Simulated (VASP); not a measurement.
A 63-atom supercell of GaP (zinc blende) holds Ga vacancy in charge state +0. It is relaxed twice, with the total moment held at 1 and at 3 μB. Calculation: PBE GGA, VASP's PBE PAW potentials (set 64) (plane waves; VASP). Settings: PREC = Normal, LREAL = Auto, ISYM = 0, EDIFF = 1E-5, 400 eV cut-off, 1×1×1 Γ-centred mesh, Gaussian smearing of 0.050 eV, potentials Ga P.

The supercell is sampled at Γ alone, which is coarse: total energies, pressure and levels can be off, energies of defects by several tenths of an eV.

### Question
Which spin state lies lower, and by how much?

### Answer
The state with 3 μB lies lower, by 0.07 eV.

The cell is a supercell with a defect, built from GaP (zinc blende).
